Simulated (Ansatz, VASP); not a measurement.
# BAs: VASP beside Ansatz, part 2 of 2

One calculation is typed for both programs; each brings its own data sets. How far apart do they land? The structure shown comes from an earlier Ansatz run, which isn't shown and may have moved the atoms alone.

VASP 6.6.1 and Ansatz 0.2.0.

So far: The structure; Ansatz: elastic constants, r2SCAN.

## 3. VASP: elastic constants, r2SCAN

Level of this step: r2SCAN; plane waves and PAW (B, As) (VASP).

The same cell, functional and mesh now go to VASP, with its own data sets.

Lines of VASP's logs that name or quote its potential files are left out, and so is its time.

INCAR reads:

```
SYSTEM = BAs
PREC = Accurate
ENCUT = 550
EDIFF = 1E-08
NELM = 120
ISMEAR = 0
SIGMA = 0.01
LREAL = .FALSE.
ALGO = Normal
METAGGA = R2SCAN
LASPH = .TRUE.
NBANDS = 10
LORBIT = 11
LWAVE = .FALSE.
LCHARG = .FALSE.
ISIF = 3
IBRION = 6
NFREE = 2
POTIM = 0.015
NSW = 1
GGA_COMPAT = .FALSE.
EFERMI = MIDGAP
LMIXTAU = .TRUE.
KPAR = 2
```

POSCAR reads:

```
BAs
1.0
    0.0000000000      2.3912770090      2.3912770090
    2.3912770090      0.0000000000      2.3912770090
    2.3912770090      2.3912770090      0.0000000000
B As
1 1
Direct
    0.0000000000      0.0000000000      0.0000000000
    0.2500000000      0.2500000000      0.2500000000
```

KPOINTS reads:

```
Automatic mesh
0
Gamma
10 10 10
0 0 0
```

PAW data sets: B and As (PBE family, release 64).

The run is started by

```console
$ mpirun -np 2 vasp_std
```

Numbers of over 12 decimals in the logs are rounded to 6 here.

Log:

```text
[banner, memory and clock lines left out]
running    2 mpi-ranks, on    1 nodes
 distrk:  each k-point on    1 cores,    2 groups
 distr:  one band on    1 cores,    1 groups

 POSCAR found type information on POSCAR B As
 POSCAR found :  2 types and       2 ions
|                                                                             |
|               ----> ADVICE to this user running VASP <----                  |
|                                                                             |
|     You enforced a specific xc type in the INCAR file but a different       |
|     [... a line on the potential file left out ...]
|     I HOPE YOU KNOW WHAT YOU ARE DOING!                                     |
|                                                                             |

 LDA part: xc-table for (None), standard interpolation
 POSCAR, INCAR and KPOINTS ok, starting setup
 FFT: planning ... GRIDC
 FFT: planning ... GRID_SOFT
 FFT: planning ... GRID
 WAVECAR not read
 entering main loop
       N       E                     dE             d eps       ncg     rms          rms(c)
DAV:   1     0.326469879548E+01    0.32647E+01   -0.41594E+03   940   0.774E+02
DAV:   2    -0.231359769114E+02   -0.26401E+02   -0.25567E+02  1330   0.115E+02
DAV:   3    -0.238472232858E+02   -0.71125E+00   -0.71000E+00  1132   0.189E+01
DAV:   4    -0.238490971203E+02   -0.18738E-02   -0.18738E-02  1132   0.107E+00
DAV:   5    -0.238490999309E+02   -0.28107E-05   -0.28106E-05  1110   0.430E-02    0.496E+00
DAV:   6    -0.222000596625E+02    0.16490E+01   -0.96069E-01   968   0.583E+00    0.286E+00
DAV:   7    -0.220362207057E+02    0.16384E+00   -0.37784E-01   958   0.352E+00    0.812E-01
DAV:   8    -0.220592876954E+02   -0.23067E-01   -0.21179E-01   944   0.345E+00    0.403E-01
DAV:   9    -0.222111304750E+02   -0.15184E+00   -0.18493E-02  1052   0.106E+00    0.204E-01
DAV:  10    -0.222182627312E+02   -0.71323E-02   -0.42988E-04  1052   0.170E-01    0.193E-01
DAV:  11    -0.222422043102E+02   -0.23942E-01   -0.17295E-03   974   0.393E-01    0.113E-01
DAV:  12    -0.222565882149E+02   -0.14384E-01   -0.73741E-03   978   0.756E-01    0.492E-02
DAV:  13    -0.222565988950E+02   -0.10680E-04   -0.85687E-05  1070   0.839E-02    0.339E-02
DAV:  14    -0.222566181951E+02   -0.19300E-04   -0.62611E-06  1048   0.233E-02    0.165E-02
DAV:  15    -0.222566457543E+02   -0.27559E-04   -0.12260E-05   990   0.340E-02    0.238E-03
DAV:  16    -0.222566525565E+02   -0.68022E-05   -0.23384E-06  1042   0.136E-02    0.162E-03
DAV:  17    -0.222566525180E+02    0.38468E-07   -0.84449E-07   996   0.861E-03    0.320E-04
DAV:  18    -0.222566531549E+02   -0.63693E-06   -0.87631E-08  1064   0.212E-03    0.480E-04
DAV:  19    -0.222566530888E+02    0.66082E-07   -0.62579E-09   668   0.663E-04    0.215E-04
DAV:  20    -0.222566531663E+02   -0.77471E-07   -0.83900E-10   550   0.245E-04    0.664E-05
DAV:  21    -0.222566531223E+02    0.44011E-07   -0.20746E-10   532   0.133E-04    0.142E-05
DAV:  22    -0.222566531286E+02   -0.62893E-08   -0.36346E-11   530   0.632E-05
   1 F= -.22256653E+02 E0= -.22256653E+02  d E =0.000000E+00
[... from here on, the cycles between the ionic steps are left out ...]
   2 F= -.22252004E+02 E0= -.22252004E+02  d E =0.000000E+00
  10 F= -.22253312E+02 E0= -.22253312E+02  d E =0.000000E+00
  11 F= -.22253312E+02 E0= -.22253312E+02  d E =0.000000E+00
  12 F= -.22253312E+02 E0= -.22253312E+02  d E =0.000000E+00
  13 F= -.22253312E+02 E0= -.22253312E+02  d E =0.000000E+00
  14 F= -.22254731E+02 E0= -.22254731E+02  d E =0.000000E+00
  15 F= -.22254731E+02 E0= -.22254731E+02  d E =0.000000E+00
  16 F= -.22254731E+02 E0= -.22254731E+02  d E =0.000000E+00
 Finite differences progress:
  Degree of freedom:   8/  8
  Displacement:        1/  2
  Total:              15/ 16
 bond charge predicted
       N       E                     dE             d eps       ncg     rms          rms(c)
DAV:   1    -0.222528980405E+02    0.18331E-02   -0.27113E-01  3544   0.290E+00    0.147E-01
DAV:   2    -0.222546485854E+02   -0.17505E-02   -0.64783E-03  3902   0.627E-01    0.887E-02
DAV:   3    -0.222545369860E+02    0.11160E-03   -0.18766E-04  3792   0.129E-01    0.140E-02
DAV:   4    -0.222547038129E+02   -0.16683E-03   -0.15804E-04  3752   0.964E-02    0.496E-03
DAV:   5    -0.222547303054E+02   -0.26492E-04   -0.15600E-05  3704   0.326E-02    0.201E-03
DAV:   6    -0.222547299835E+02    0.32191E-06   -0.20901E-06  3712   0.126E-02    0.972E-04
DAV:   7    -0.222547311615E+02   -0.11780E-05   -0.11865E-06  3732   0.850E-03    0.468E-04
DAV:   8    -0.222547311527E+02    0.87920E-08   -0.21900E-08  4020   0.132E-03
  17 F= -.22254731E+02 E0= -.22254731E+02  d E =0.000000E+00
 Finite differences progress:
  Degree of freedom:   8/  8
  Displacement:        2/  2
  Total:              16/ 16
```

From OUTCAR (step 3):

```text
ion  position               nearest neighbor table
   1  0.000  0.000  0.000-   2 2.07   2 2.07   2 2.07   2 2.07
   2  0.250  0.250  0.250-   1 2.07   1 2.07   1 2.07   1 2.07

  LATTYP: Found a face centered cubic cell.
 ALAT       =     4.7825540180

 Subroutine GETGRP returns: Found 24 space group operations
 (whereof 24 operations were pure point group operations)

The static configuration has the point symmetry T_d .

 Found     47 irreducible k-points:

   k-points           NKPTS =     47   k-points in BZ     NKDIM =     47   number of bands    NBANDS=     10

   dimension x,y,z NGX =    28 NGY =   28 NGZ =   28
   dimension x,y,z NGXF=    56 NGYF=   56 NGZF=   56

   ENCUT  =  550.0 eV  40.42 Ry    6.36 a.u.   6.47  6.47  6.47*2*pi/ulx,y,z

   NELECT =       8.0000    total number of electrons

 k-points in reciprocal lattice and weights: Automatic mesh
   0.00000000  0.00000000  0.00000000       0.001
   0.10000000  0.00000000  0.00000000       0.008
   0.20000000  0.00000000  0.00000000       0.008
   0.30000000  0.00000000  0.00000000       0.008
   0.40000000  0.00000000  0.00000000       0.008
   0.50000000  0.00000000  0.00000000       0.004
   0.10000000  0.10000000  0.00000000       0.006
   0.20000000  0.10000000  0.00000000       0.024
   0.30000000  0.10000000  0.00000000       0.024
[...]
-0.30000000  0.40000000  0.20000000       0.024
  -0.30000000  0.50000000  0.20000000       0.012

 average (electrostatic) potential at core
       1 -28.1984       2 -53.3559

 E-fermi :   6.7266

 k-point     1 :       0.0000    0.0000    0.0000
  band No.  band energies     occupation
      1     -10.1407      2.00000
      2       5.8723      2.00000
      3       5.9857      2.00000
      4       6.0967      2.00000
      5       9.3405      0.00000
      6       9.4248      0.00000
      7       9.5120      0.00000
      8      11.0902      0.00000
      9      16.3439      0.00000
    ...

 k-point     2 :       0.1000    0.0000    0.0000
  band No.  band energies     occupation
      1      -9.9685      2.00000
      2       4.4661      2.00000
      3       5.6280      2.00000
      4       5.7606      2.00000
      5       9.6744      0.00000
      6       9.7763      0.00000
      7       9.8945      0.00000
      8      11.9745      0.00000
      9      16.9950      0.00000
    ...

 k-point     3 :       0.2000    0.0000    0.0000
  band No.  band energies     occupation
      1      -9.4605      2.00000
      2       2.0024      2.00000
      3       5.0134      2.00000
      4       5.1338      2.00000
      5       9.4865      0.00000
      6      10.5493      0.00000
      7      10.6763      0.00000
      8      13.7132      0.00000
      9      17.6407      0.00000
    ...

  Total        0.0614207      0.0648201      0.0648201      0.0000000      0.1020094      0.0000000
  in kB        3.5983689      3.7975251      3.7975251      0.0000000      5.9762847      0.0000000
  external PRESSURE =       3.7311397 kB  Pullay stress =       0.0000000 kB

  energy-cutoff  :      550.00
  volume of cell :       27.35
      direct lattice vectors                 reciprocal lattice vectors
     0.000000000  2.391277009  2.391277009    -0.209093300  0.209093300  0.209093300
     2.391277009  0.000000000  2.391277009     0.209093300 -0.209093300  0.209093300
     2.391277009  2.391277009  0.000000000     0.209093300  0.209093300 -0.209093300

 POSITION                                       TOTAL-FORCE (eV/Angst)
 -----------------------------------------------------------------------------------
      0.00000      0.00000      0.00000        -0.256270      0.000000      0.000000
      1.18064      1.19564      1.19564         0.256270      0.000000      0.000000
 -----------------------------------------------------------------------------------
    total drift:                                0.000192     -0.000000     -0.000000

  FREE ENERGIE OF THE ION-ELECTRON SYSTEM (eV)
  ---------------------------------------------------
  free  energy   TOTEN  =       -22.2547311527 eV

  energy  without entropy=      -22.2547311527  energy(sigma->0) =      -22.25473115

  SYMMETRIZED ELASTIC MODULI (kBar)
 Direction    XX          YY          ZZ          XY          YZ          ZX
 --------------------------------------------------------------------------------
 XX        2917.1584    691.4430    691.4430     -0.0000      0.0000     -0.0000
 YY         691.4430   2917.1584    691.4430      0.0000     -0.0000      0.0000
 ZZ         691.4430    691.4430   2917.1584     -0.0000      0.0000      0.0000
 XY          -0.0000      0.0000     -0.0000   1740.5937      0.0000      0.0000
 YZ           0.0000     -0.0000      0.0000      0.0000   1740.5937      0.0000
 ZX          -0.0000      0.0000      0.0000      0.0000      0.0000   1740.5937
 --------------------------------------------------------------------------------

 Eigenvectors and eigenvalues of the dynamical matrix
 ----------------------------------------------------

   1 f  =   21.022857 THz   132.090505 2PiTHz  701.247020 cm-1    86.943510 meV
             X         Y         Z           dx          dy          dz
      0.000000  0.000000  0.000000     0.000000    0.934828    0.000000
      1.195639  1.195639  1.195639     0.000000   -0.355100    0.000000

   2 f  =   21.022857 THz   132.090505 2PiTHz  701.247020 cm-1    86.943510 meV
             X         Y         Z           dx          dy          dz
      0.000000  0.000000  0.000000     0.934828    0.000000    0.000000
      1.195639  1.195639  1.195639    -0.355100    0.000000    0.000000

   3 f  =   21.022857 THz   132.090505 2PiTHz  701.247020 cm-1    86.943510 meV
             X         Y         Z           dx          dy          dz
      0.000000  0.000000  0.000000     0.000000    0.000000    0.934828
      1.195639  1.195639  1.195639     0.000000    0.000000   -0.355100

   4 f/i=    0.000142 THz     0.000893 2PiTHz    0.004743 cm-1     0.000588 meV
             X         Y         Z           dx          dy          dz
      0.000000  0.000000  0.000000    -0.355100    0.000000    0.000000
      1.195639  1.195639  1.195639    -0.934828    0.000000    0.000000

   5 f/i=    0.000142 THz     0.000893 2PiTHz    0.004743 cm-1     0.000588 meV
             X         Y         Z           dx          dy          dz
      0.000000  0.000000  0.000000     0.000000    0.000000   -0.355100
      1.195639  1.195639  1.195639     0.000000    0.000000   -0.934828

   6 f/i=    0.000142 THz     0.000893 2PiTHz    0.004743 cm-1     0.000588 meV
             X         Y         Z           dx          dy          dz
      0.000000  0.000000  0.000000     0.000000   -0.355100    0.000000
      1.195639  1.195639  1.195639     0.000000   -0.934828    0.000000

 ELASTIC MODULI CONTR FROM IONIC RELAXATION (kBar)
 Direction    XX          YY          ZZ          XY          YZ          ZX
 --------------------------------------------------------------------------------
 XX          -0.0000      0.0000      0.0000     -0.0000      0.0000      0.0000
 YY           0.0000     -0.0000     -0.0000     -0.0000     -0.0000      0.0000
 ZZ           0.0000     -0.0000     -0.0000      0.0000     -0.0000      0.0000
 XY          -0.0000     -0.0000      0.0000   -158.5280      0.0000      0.0000
 YZ           0.0000     -0.0000     -0.0000      0.0000   -158.5280      0.0000
 ZX           0.0000      0.0000      0.0000      0.0000      0.0000   -158.5280
 --------------------------------------------------------------------------------

 TOTAL ELASTIC MODULI (kBar)
 Direction    XX          YY          ZZ          XY          YZ          ZX
 --------------------------------------------------------------------------------
 XX        2917.1584    691.4430    691.4430     -0.0000      0.0000     -0.0000
 YY         691.4430   2917.1584    691.4430      0.0000     -0.0000      0.0000
 ZZ         691.4430    691.4430   2917.1584      0.0000     -0.0000      0.0000
 XY          -0.0000      0.0000      0.0000   1582.0657      0.0000      0.0000
 YZ           0.0000     -0.0000     -0.0000      0.0000   1582.0657      0.0000
 ZX          -0.0000      0.0000      0.0000      0.0000      0.0000   1582.0657
 --------------------------------------------------------------------------------

 total charge
# of ion       s       p       d       tot
------------------------------------------
    1        0.669   1.162   0.000   1.831
    2        1.172   1.693   0.091   2.957
--------------------------------------------------
tot          1.841   2.855   0.091   4.787

[... 3 further parts left out ...]
```

CONTCAR:

```
BAs
   1.00000000000000
     0.0000000000000000    2.3912770090000000    2.3912770090000000
     2.3912770090000000    0.0000000000000000    2.3912770090000000
     2.3912770090000000    2.3912770090000000    0.0000000000000000
  B               As
     1     1
Direct
     0.0000000000000000    0.0000000000000000    0.0000000000000000
     0.2531363994935645    0.2468636005064355    0.2468636005064355
```

Levels, forces or a CONTCAR printed for this step are those of its last displaced cell, not of the structure at rest.

## 4. Side by side

Known differences besides the potentials themselves: VASP keeps PBE cores, Ansatz makes them for the functional; fixed occupations in Ansatz, narrow Gaussian smearing in VASP; the data sets hold 18 valence electrons in Ansatz (on its PAW soft_1 files) and 8 in VASP; the cutoff is 500 eV in Ansatz and 550 eV in VASP; VASP takes each elastic constant from one size of strain, Ansatz from those that its log lists. Total energies have different zeros and are not compared.

Compared:

| quantity | Ansatz | VASP | difference |
| --- | --- | --- | --- |
| C11 (GPa) | 290.0 | 291.7 | -0.59 % |
| C22 (GPa) | 290.0 | 291.7 | -0.59 % |
| C33 (GPa) | 290.0 | 291.7 | -0.59 % |
| C12 (GPa) | 66.8 | 69.1 | -3.43 % |
| C13 (GPa) | 66.8 | 69.1 | -3.43 % |
| C23 (GPa) | 66.8 | 69.1 | -3.43 % |
| C44 (GPa) | 157.8 | 158.2 | -0.26 % |
| C55 (GPa) | 157.8 | 158.2 | -0.26 % |
| C66 (GPa) | 157.8 | 158.2 | -0.26 % |

## 5. What came out

```json
{
  "difference in C12 (elastic constants, r2SCAN)": "-3.4 %"
}
```

In words: The difference in C12 is -3.4 % (elastic constants, r2SCAN), within the 5 % picked in this series as the mark of a large difference. The data sets hold unlike numbers of valence electrons (18 in Ansatz and 8 in VASP), so part of the differences comes from the potentials. 1 further run of this series is not shown here. How closely two codes agree says nothing of how well the functional describes the real material.

[Lines on the potential files, build, host, timing and source positions are cut from VASP's logs without a mark.]

[Logs are printed without paths, hosts, clocks, repeated set-up lines and the standing remarks that a program may print on its own settings, such as how far it seeks lower states.]

[Hosts, paths, dates, database ids (printed as entryN), source tags and the programs' standing remarks are cut or masked in the printed files.]
